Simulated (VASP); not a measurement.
# TiO2 (Anatase): what each functional gives, and what it costs, part 2 of 5

Which functional reproduces the measured band gap of TiO2 (Anatase), and what does it cost? The start is a cell from a database of measured crystal structures.

VASP 6.6.1, plane waves and PAW; the level of theory is named at each step.

So far, least gap on mesh and path (eV): step 2 (bands, level LDA) 1.98.

**3. Bands with PBEsol**

This step: PBEsol; plane waves and PAW (Ti_sv, O) (VASP 6.6.1).

PBEsol restores the gradient expansion of exchange and is tuned for the cells of solids.

File INCAR:

```
SYSTEM = TiO2
PREC = Accurate
ENCUT = 520
EDIFF = 1E-06
NELM = 100
ISMEAR = 0
SIGMA = 0.02
LREAL = .FALSE.
ALGO = Normal
GGA = PS
NBANDS = 40
LASPH = .TRUE.
LORBIT = 11
LWAVE = .FALSE.
LCHARG = .FALSE.
KPAR = 8
```

File POSCAR:

```
TiO2
1.0
   -1.8921000000      1.8921000000      4.7573000000
    1.8921000000     -1.8921000000      4.7573000000
    1.8921000000      1.8921000000     -4.7573000000
Ti O
2 4
Direct
    0.0000000000      0.0000000000      0.0000000000
    0.7500000000      0.2500000000      0.5000000000
    0.2081000000      0.2081000000      0.0000000000
    0.9581000000      0.4581000000      0.5000000000
    0.5419000000      0.0419000000      0.5000000000
    0.7919000000      0.7919000000      0.0000000000
```

File KPOINTS:

```
Automatic mesh
0
Gamma
5 5 5
0 0 0
```

File KPOINTS_OPT:

```
Line mode
16
Line-mode
Reciprocal
  0.00000000   0.00000000   0.00000000 GAMMA
  0.00000000   0.00000000   0.50000000 X

  0.00000000   0.00000000   0.50000000 X
 -0.07909283   0.07909283   0.50000000 Y

 -0.07909283   0.07909283   0.50000000 Y
 -0.28954641   0.28954641   0.28954641 S

 -0.28954641   0.28954641   0.28954641 S
  0.00000000   0.00000000   0.00000000 GAMMA

  0.00000000   0.00000000   0.00000000 GAMMA
  0.50000000   0.50000000  -0.50000000 Z

  0.50000000   0.50000000  -0.50000000 Z
  0.28954641   0.71045359  -0.28954641 S1

  0.28954641   0.71045359  -0.28954641 S1
  0.00000000   0.50000000   0.00000000 N

  0.00000000   0.50000000   0.00000000 N
  0.25000000   0.25000000   0.25000000 P

  0.25000000   0.25000000   0.25000000 P
  0.50000000   0.50000000  -0.07909283 Y1

  0.50000000   0.50000000  -0.07909283 Y1
  0.50000000   0.50000000  -0.50000000 Z

  0.00000000   0.00000000   0.50000000 X
  0.25000000   0.25000000   0.25000000 P
```

Potentials, in the order of the species: Ti_sv and O (PBE family, release 64).

On the command line:

```bash
> mpirun -np 8 vasp_std
```

Log:

```text
[banner, memory and clock lines left out]
running    8 mpi-ranks, on    1 nodes
 distrk:  each k-point on    1 cores,    8 groups
 distr:  one band on    1 cores,    1 groups

 POSCAR found type information on POSCAR TiO
 POSCAR found :  2 types and       6 ions
 [... a notice as in an earlier step ...]

 [... a notice as in an earlier step ...]

 LDA part: xc-table for (Slater+PW92), standard interpolation
 POSCAR, INCAR and KPOINTS ok, starting setup
 FFT: planning ... GRIDC
 FFT: planning ... GRID_SOFT
 FFT: planning ... GRID
 WAVECAR not read
 entering main loop
       N       E                     dE             d eps       ncg     rms          rms(c)
DAV:   1     0.629837792073E+03    0.62984E+03   -0.22845E+04  1448   0.139E+03
DAV:   2     0.141985678796E+02   -0.61564E+03   -0.55623E+03  1512   0.435E+02
DAV:   3    -0.676565426148E+02   -0.81855E+02   -0.80101E+02  1864   0.158E+02
DAV:   4    -0.723393264212E+02   -0.46828E+01   -0.46609E+01  2136   0.335E+01
DAV:   5    -0.724898546140E+02   -0.15053E+00   -0.15052E+00  1808   0.470E+00    0.321E+01
DAV:   6    -0.569364960661E+02    0.15553E+02   -0.37777E+01  1872   0.721E+01    0.114E+01
DAV:   7    -0.564499835476E+02    0.48651E+00   -0.71350E+00  1688   0.257E+01    0.101E+01
DAV:   8    -0.562951276798E+02    0.15486E+00   -0.41492E-01  1736   0.510E+00    0.680E+00
DAV:   9    -0.563477530852E+02   -0.52625E-01   -0.50617E-01  2192   0.956E+00    0.340E+00
DAV:  10    -0.562468227740E+02    0.10093E+00   -0.15237E-01  1776   0.409E+00    0.191E+00
DAV:  11    -0.562173367472E+02    0.29486E-01   -0.45680E-02  1928   0.293E+00    0.506E-01
DAV:  12    -0.562165817713E+02    0.75498E-03   -0.63582E-03  1648   0.648E-01    0.337E-01
DAV:  13    -0.562161915696E+02    0.39020E-03   -0.95402E-04  1840   0.179E-01    0.852E-02
DAV:  14    -0.562161303459E+02    0.61224E-04   -0.41359E-04  1728   0.948E-02    0.446E-02
DAV:  15    -0.562161268559E+02    0.34900E-05   -0.28285E-05  1808   0.317E-02    0.280E-02
DAV:  16    -0.562161200027E+02    0.68532E-05   -0.12244E-05  1888   0.519E-02    0.902E-03
DAV:  17    -0.562161197055E+02    0.29716E-06   -0.19988E-06  1504   0.104E-02
   1 F= -.56216120E+02 E0= -.56216120E+02  d E =-.179136E-22
 Start KPOINTS_OPT (optional k-point list driver)
k-point batch [1-18\176]
       N       E                     dE             ncg
DAV:   1     0.101180274663E+03   -0.19332E+05     1440
DAV:   2    -0.102601861001E+05   -0.10361E+05     1520
DAV:   3    -0.115718396689E+05   -0.13117E+04     1888
DAV:   4    -0.116632635116E+05   -0.91424E+02     2128
DAV:   5    -0.116663577695E+05   -0.30943E+01     1720
DAV:   6    -0.116664477692E+05   -0.90000E-01     1904
DAV:   7    -0.116664488595E+05   -0.10903E-02     1728
DAV:   8    -0.116664488969E+05   -0.37320E-04     1784
DAV:   9    -0.116664488970E+05   -0.18125E-06     1048
[...]
k-point batch [163-176\176]
       N       E                     dE             ncg
DAV:   1     0.526706608680E+04   -0.26017E+05     1120
DAV:   2    -0.279181854056E+04   -0.80589E+04     1152
DAV:   3    -0.383620993448E+04   -0.10444E+04     1520
DAV:   4    -0.390699106967E+04   -0.70781E+02     1592
DAV:   5    -0.390914644927E+04   -0.21554E+01     1376
DAV:   6    -0.390917427492E+04   -0.27826E-01     1576
DAV:   7    -0.390917460105E+04   -0.32614E-03     1408
DAV:   8    -0.390917460495E+04   -0.39022E-05     1120
DAV:   9    -0.390917460507E+04   -0.11396E-06      824
```

The job ended after 76 s (8 MPI ranks of Intel Xeon Platinum 8559C (Emerald Rapids), shared host; peak memory 2.6 GiB).

Parts of OUTCAR (step 3):

```text
 Found     18 irreducible k-points:

   NELECT =      48.0000    total number of electrons

 E-fermi :   3.4068

 k-point     1 :       0.0000    0.0000    0.0000
  band No.  band energies     occupation
    ...
     20       2.5117      2.00000
     21       2.5166      2.00000
     22       2.5166      2.00000
     23       2.8049      2.00000
     24       2.8049      2.00000
     25       5.3365      0.00000
     26       6.1001      0.00000
     27       7.2494      0.00000
     28       7.2494      0.00000
     29       7.2838      0.00000
    ...

 k-point     2 :       0.2000   -0.0000    0.0000
  band No.  band energies     occupation
    ...
     20       1.7824      2.00000
     21       2.1192      2.00000
     22       2.4980      2.00000
     23       2.5247      2.00000
     24       2.8000      2.00000
     25       6.0700      0.00000
     26       6.2863      0.00000
     27       6.6357      0.00000
     28       6.9025      0.00000
     29       7.1640      0.00000
    ...

  Total       -0.3013939     -0.3013939      0.1135546      0.0000000      0.0000000      0.0000000
  in kB       -7.0882070     -7.0882070      2.6705871      0.0000000      0.0000000      0.0000000
  external PRESSURE =      -3.8352756 kB  Pullay stress =       0.0000000 kB

 POSITION                                       TOTAL-FORCE (eV/Angst)
 -----------------------------------------------------------------------------------
      0.00000      0.00000      0.00000         0.000000      0.000000      0.000000
      0.00000      1.89210      2.37865         0.000000      0.000000      0.000000
      0.00000      0.00000      1.97999        -0.000000     -0.000000      0.007992
      0.00000      1.89210      4.35864        -0.000000     -0.000000      0.007992
      0.00000      1.89210      0.39866         0.000000      0.000000     -0.007992
      0.00000      0.00000      7.53461        -0.000000     -0.000000     -0.007992
 -----------------------------------------------------------------------------------
    total drift:                                0.000000      0.000000      0.000000

  FREE ENERGIE OF THE ION-ELECTRON SYSTEM (eV)
  ---------------------------------------------------
  free  energy   TOTEN  =       -56.2161197055 eV

  energy  without entropy=      -56.2161197055  energy(sigma->0) =      -56.21611971

 total charge
# of ion       s       p       d       tot
------------------------------------------
    1        2.228   6.307   1.766  10.301
    2        2.228   6.307   1.766  10.301
    3        1.567   3.487   0.000   5.055
    4        1.567   3.487   0.000   5.055
    5        1.567   3.487   0.000   5.055
    6        1.567   3.487   0.000   5.055
--------------------------------------------------
tot         10.726  26.563   3.532  40.820

[... 9 parts as in an earlier step ...]

[... 5 further parts left out ...]
```

The PAW data sets were made with PBE, which is usual practice but a small mismatch for other functionals.

This step gave:

```
free energy (TOTEN)               : -56.2161 eV
Fermi energy                      : 3.407 eV
pressure                          : -0.3835 GPa
least gap on mesh and path        : 2.046 eV
least direct gap on mesh and path : 2.395 eV
```

The electronic bands at the labelled points (eV, zero at the valence-band top; v1 is the highest filled band, c1 the lowest empty one):

| point | v4 | v3 | v2 | v1 | c1 | c2 | c3 | c4 |
| --- | --- | --- | --- | --- | --- | --- | --- | --- |
| Γ | -0.77 | -0.77 | -0.49 | -0.49 | 2.05 | 2.81 | 3.96 | 3.96 |
| 0.47 of the way | -1.82 | -1.05 | -0.60 | -0.27 | 2.93 | 3.09 | 3.46 | 3.64 |
| X | -2.10 | -2.10 | -0.05 | -0.05 | 3.31 | 3.31 | 3.80 | 3.80 |
| 0.53 of the way | -2.05 | -2.05 | -0.06 | -0.06 | 3.30 | 3.30 | 3.78 | 3.78 |
| Y | -1.94 | -1.94 | -0.09 | -0.09 | 3.28 | 3.28 | 3.74 | 3.74 |
| 0.47 of the way | -1.97 | -1.11 | -0.48 | -0.37 | 3.12 | 3.15 | 3.59 | 3.71 |
| S | -1.21 | -0.95 | -0.93 | -0.83 | 3.17 | 3.45 | 3.54 | 3.60 |
| 0.47 of the way | -1.55 | -0.96 | -0.84 | -0.62 | 3.10 | 3.32 | 3.35 | 3.61 |
| Γ | -0.77 | -0.77 | -0.49 | -0.49 | 2.05 | 2.81 | 3.96 | 3.96 |
| 0.53 of the way | -1.11 | -1.11 | -0.23 | -0.23 | 2.17 | 2.68 | 3.79 | 3.79 |
| Z | -1.28 | -1.28 | -0.13 | -0.13 | 2.41 | 2.41 | 3.74 | 3.74 |
| 0.53 of the way | -1.33 | -0.70 | -0.66 | -0.60 | 2.71 | 3.24 | 3.35 | 3.51 |
| S1 | -1.21 | -0.95 | -0.93 | -0.83 | 3.17 | 3.45 | 3.54 | 3.60 |
| 0.47 of the way | -1.49 | -0.99 | -0.84 | -0.77 | 3.21 | 3.47 | 3.55 | 3.63 |
| N | -2.00 | -0.98 | -0.85 | -0.65 | 3.19 | 3.52 | 3.54 | 3.64 |
| 0.47 of the way | -1.91 | -1.01 | -0.61 | -0.40 | 3.10 | 3.22 | 3.65 | 3.68 |
| P | -1.62 | -1.62 | -0.26 | -0.26 | 3.55 | 3.55 | 3.58 | 3.58 |
| 0.47 of the way | -1.90 | -1.69 | -0.19 | -0.14 | 3.37 | 3.41 | 3.69 | 3.74 |
| Y1 | -1.94 | -1.94 | -0.09 | -0.09 | 3.28 | 3.28 | 3.74 | 3.74 |
| 0.47 of the way | -1.17 | -1.17 | -0.50 | -0.50 | 3.03 | 3.03 | 3.51 | 3.51 |
| Z | -1.28 | -1.28 | -0.13 | -0.13 | 2.41 | 2.41 | 3.74 | 3.74 |
| jump to X | -2.10 | -2.10 | -0.05 | -0.05 | 3.31 | 3.31 | 3.80 | 3.80 |
| 0.47 of the way | -1.86 | -1.86 | -0.13 | -0.13 | 3.38 | 3.38 | 3.74 | 3.74 |
| P | -1.62 | -1.62 | -0.26 | -0.26 | 3.55 | 3.55 | 3.58 | 3.58 |

Of the projections kept (Ti, O), the largest for each band there; the rest of the weight can lie on other orbitals:

| point | v4 | v3 | v2 | v1 | c1 | c2 | c3 | c4 |
| --- | --- | --- | --- | --- | --- | --- | --- | --- |
| Γ | O 0.80 | O 0.80 | O 1.00 | O 1.00 | Ti 1.00 | Ti 1.00 | Ti 0.84 | Ti 0.84 |
| X | O 0.74 | O 0.74 | O 0.96 | O 0.96 | Ti 0.95 | Ti 0.95 | Ti 0.81 | Ti 0.81 |
| Y | O 0.75 | O 0.75 | O 0.96 | O 0.96 | Ti 0.95 | Ti 0.95 | Ti 0.82 | Ti 0.82 |
| S | O 0.91 | O 0.89 | O 0.95 | O 0.84 | Ti 0.90 | Ti 0.97 | Ti 0.85 | Ti 0.94 |
| Γ | O 0.80 | O 0.80 | O 1.00 | O 1.00 | Ti 1.00 | Ti 1.00 | Ti 0.84 | Ti 0.84 |
| Z | O 0.85 | O 0.85 | O 0.96 | O 0.96 | Ti 1.00 | Ti 1.00 | Ti 0.96 | Ti 0.96 |

The gap is 2.05 eV, indirect. Against LDA that is +0.07 eV; the cost is about the same. The gap lies -1.21 eV from the measured 3.26 eV.

**4. Bands with PBE**

This step: PBE; plane waves and PAW (Ti_sv, O) (VASP 6.6.1).

PBE, the usual starting point, adds the gradient of the density.

Changes to INCAR since step 3:

```diff
@@ -9,3 +9,3 @@
 ALGO = Normal
-GGA = PS
+GGA = PE
 NBANDS = 40
```

POSCAR is that of step 3.

KPOINTS is that of step 3.

KPOINTS_OPT is that of step 3.

On the command line:

```bash
> mpirun -np 8 vasp_std
```

Log:

```text
[banner, memory and clock lines left out]
running    8 mpi-ranks, on    1 nodes
[...]
[... a notice as in an earlier step ...]

 LDA part: xc-table for (Slater+PW92), standard interpolation
 POSCAR, INCAR and KPOINTS ok, starting setup
[...]
entering main loop
       N       E                     dE             d eps       ncg     rms          rms(c)
DAV:   1     0.635621946835E+03    0.63562E+03   -0.22916E+04  1448   0.139E+03
DAV:   2     0.164468860155E+02   -0.61918E+03   -0.55886E+03  1512   0.436E+02
DAV:   3    -0.661816649854E+02   -0.82629E+02   -0.80906E+02  1864   0.160E+02
DAV:   4    -0.708647597809E+02   -0.46831E+01   -0.46616E+01  2160   0.337E+01
[...]
DAV:  15    -0.538247122755E+02    0.64024E-05   -0.46816E-05  1736   0.495E-02    0.359E-02
DAV:  16    -0.538246930282E+02    0.19247E-04   -0.21821E-05  2152   0.617E-02    0.192E-03
DAV:  17    -0.538246934257E+02   -0.39752E-06   -0.24833E-06  1512   0.982E-03
   1 F= -.53824693E+02 E0= -.53824693E+02  d E =-.147324E-49
 Start KPOINTS_OPT (optional k-point list driver)
k-point batch [1-18\176]
       N       E                     dE             ncg
DAV:   1     0.184355657374E+03   -0.19248E+05     1440
DAV:   2    -0.102018393724E+05   -0.10386E+05     1520
DAV:   3    -0.115188420966E+05   -0.13170E+04     1880
DAV:   4    -0.116120786176E+05   -0.93237E+02     2144
DAV:   5    -0.116153239992E+05   -0.32454E+01     1704
DAV:   6    -0.116154354907E+05   -0.11149E+00     1936
DAV:   7    -0.116154370054E+05   -0.15148E-02     1712
DAV:   8    -0.116154370426E+05   -0.37137E-04     1688
DAV:   9    -0.116154370428E+05   -0.21729E-06     1056
[...]
k-point batch [163-176\176]
       N       E                     dE             ncg
DAV:   1     0.532998155355E+04   -0.25954E+05     1120
DAV:   2    -0.274340869038E+04   -0.80734E+04     1144
DAV:   3    -0.379503360844E+04   -0.10516E+04     1520
DAV:   4    -0.386662906957E+04   -0.71595E+02     1600
DAV:   5    -0.386879859656E+04   -0.21695E+01     1376
DAV:   6    -0.386882769837E+04   -0.29102E-01     1568
DAV:   7    -0.386882805429E+04   -0.35592E-03     1392
DAV:   8    -0.386882806149E+04   -0.72036E-05     1144
DAV:   9    -0.386882806161E+04   -0.11386E-06      840
```

The job ended after 71 s (8 MPI ranks; peak memory 2.7 GiB; 9.3 min of CPU time).

From OUTCAR (step 4):

```text
  Total        2.3099346      2.3099346      2.8890786      0.0000000      0.0000000      0.0000000
  in kB       54.3252293     54.3252293     67.9455845      0.0000000      0.0000000      0.0000000
  external PRESSURE =      58.8653477 kB  Pullay stress =       0.0000000 kB

 POSITION                                       TOTAL-FORCE (eV/Angst)
 -----------------------------------------------------------------------------------
      0.00000      0.00000      0.00000        -0.000000     -0.000000      0.000000
      0.00000      1.89210      2.37865        -0.000000     -0.000000      0.000000
      0.00000      0.00000      1.97999         0.000000     -0.000000      0.120557
      0.00000      1.89210      4.35864        -0.000000      0.000000      0.120557
      0.00000      1.89210      0.39866        -0.000000      0.000000     -0.120557
      0.00000      0.00000      7.53461         0.000000     -0.000000     -0.120557
 -----------------------------------------------------------------------------------
    total drift:                                0.000000      0.000000      0.000000

  FREE ENERGIE OF THE ION-ELECTRON SYSTEM (eV)
  ---------------------------------------------------
  free  energy   TOTEN  =       -53.8246934257 eV

  energy  without entropy=      -53.8246934257  energy(sigma->0) =      -53.82469343

[... 2 parts as in an earlier step ...]

[... 1 further part left out ...]
[key lines of the parts left out:]
E-fermi :   3.5995
```

At this level the cell is under a pressure of 5.9 GPa, so at these settings it is away from equilibrium.

The electronic bands at the labelled points (eV, zero at the valence-band top; v1 is the highest filled band, c1 the lowest empty one):

| point | v4 | v3 | v2 | v1 | c1 | c2 | c3 | c4 |
| --- | --- | --- | --- | --- | --- | --- | --- | --- |
| Γ | -0.77 | -0.77 | -0.48 | -0.48 | 2.09 | 2.83 | 3.97 | 3.97 |
| 0.47 of the way | -1.81 | -1.03 | -0.59 | -0.26 | 2.95 | 3.10 | 3.47 | 3.66 |
| X | -2.07 | -2.07 | -0.05 | -0.05 | 3.33 | 3.33 | 3.80 | 3.80 |
| 0.53 of the way | -2.02 | -2.02 | -0.06 | -0.06 | 3.32 | 3.32 | 3.79 | 3.79 |
| Y | -1.91 | -1.91 | -0.09 | -0.09 | 3.30 | 3.30 | 3.75 | 3.75 |
| 0.47 of the way | -1.94 | -1.10 | -0.47 | -0.37 | 3.14 | 3.16 | 3.60 | 3.72 |
| S | -1.20 | -0.94 | -0.91 | -0.83 | 3.20 | 3.46 | 3.56 | 3.60 |
| 0.47 of the way | -1.53 | -0.95 | -0.83 | -0.61 | 3.13 | 3.33 | 3.37 | 3.62 |
| Γ | -0.77 | -0.77 | -0.48 | -0.48 | 2.09 | 2.83 | 3.97 | 3.97 |
| 0.53 of the way | -1.10 | -1.10 | -0.23 | -0.23 | 2.21 | 2.70 | 3.80 | 3.80 |
| Z | -1.27 | -1.27 | -0.13 | -0.13 | 2.45 | 2.45 | 3.75 | 3.75 |
| 0.53 of the way | -1.31 | -0.69 | -0.65 | -0.60 | 2.74 | 3.25 | 3.36 | 3.52 |
| S1 | -1.20 | -0.94 | -0.91 | -0.83 | 3.20 | 3.46 | 3.56 | 3.60 |
| 0.47 of the way | -1.47 | -0.98 | -0.84 | -0.76 | 3.23 | 3.48 | 3.56 | 3.63 |
| N | -1.97 | -0.96 | -0.85 | -0.65 | 3.22 | 3.54 | 3.55 | 3.65 |
| 0.47 of the way | -1.89 | -1.00 | -0.60 | -0.39 | 3.12 | 3.24 | 3.66 | 3.70 |
| P | -1.60 | -1.60 | -0.25 | -0.25 | 3.56 | 3.56 | 3.59 | 3.59 |
| 0.47 of the way | -1.87 | -1.67 | -0.19 | -0.13 | 3.38 | 3.42 | 3.69 | 3.74 |
| Y1 | -1.91 | -1.91 | -0.09 | -0.09 | 3.30 | 3.30 | 3.75 | 3.75 |
| 0.47 of the way | -1.15 | -1.15 | -0.49 | -0.49 | 3.05 | 3.05 | 3.52 | 3.52 |
| Z | -1.27 | -1.27 | -0.13 | -0.13 | 2.45 | 2.45 | 3.75 | 3.75 |
| jump to X | -2.07 | -2.07 | -0.05 | -0.05 | 3.33 | 3.33 | 3.80 | 3.80 |
| 0.47 of the way | -1.83 | -1.83 | -0.13 | -0.13 | 3.39 | 3.39 | 3.75 | 3.75 |
| P | -1.60 | -1.60 | -0.25 | -0.25 | 3.56 | 3.56 | 3.59 | 3.59 |

Of the projections kept (Ti, O), the largest for each band there; the rest of the weight can lie on other orbitals:

| point | v4 | v3 | v2 | v1 | c1 | c2 | c3 | c4 |
| --- | --- | --- | --- | --- | --- | --- | --- | --- |
| Γ | O 0.80 | O 0.80 | O 1.00 | O 1.00 | Ti 1.00 | Ti 1.00 | Ti 0.84 | Ti 0.84 |
| X | O 0.75 | O 0.75 | O 0.97 | O 0.97 | Ti 0.95 | Ti 0.95 | Ti 0.82 | Ti 0.82 |
| Y | O 0.76 | O 0.76 | O 0.96 | O 0.96 | Ti 0.95 | Ti 0.95 | Ti 0.83 | Ti 0.83 |
| S | O 0.91 | O 0.90 | O 0.95 | O 0.84 | Ti 0.90 | Ti 0.97 | Ti 0.85 | Ti 0.94 |
| Γ | O 0.80 | O 0.80 | O 1.00 | O 1.00 | Ti 1.00 | Ti 1.00 | Ti 0.84 | Ti 0.84 |
| Z | O 0.85 | O 0.85 | O 0.96 | O 0.96 | Ti 1.00 | Ti 1.00 | Ti 0.96 | Ti 0.96 |

The gap is 2.09 eV, indirect. Against LDA that is +0.11 eV; the cost is about the same. The gap lies -1.17 eV from the measured 3.26 eV.

(Part 2 of 5 ends here.)

[Lines on the potential files, build, host, timing and source positions are cut from VASP's logs without a mark.]

[Logs are printed without paths, hosts, clocks, repeated set-up lines and the standing remarks that a program may print on its own settings, such as how far it seeks lower states.]

[Hosts, paths, dates, database ids (printed as entryN), source tags and the programs' standing remarks are cut or masked in the printed files.]

[A measured line is paired with the nearest computed mode of its activity, which favours agreement.]
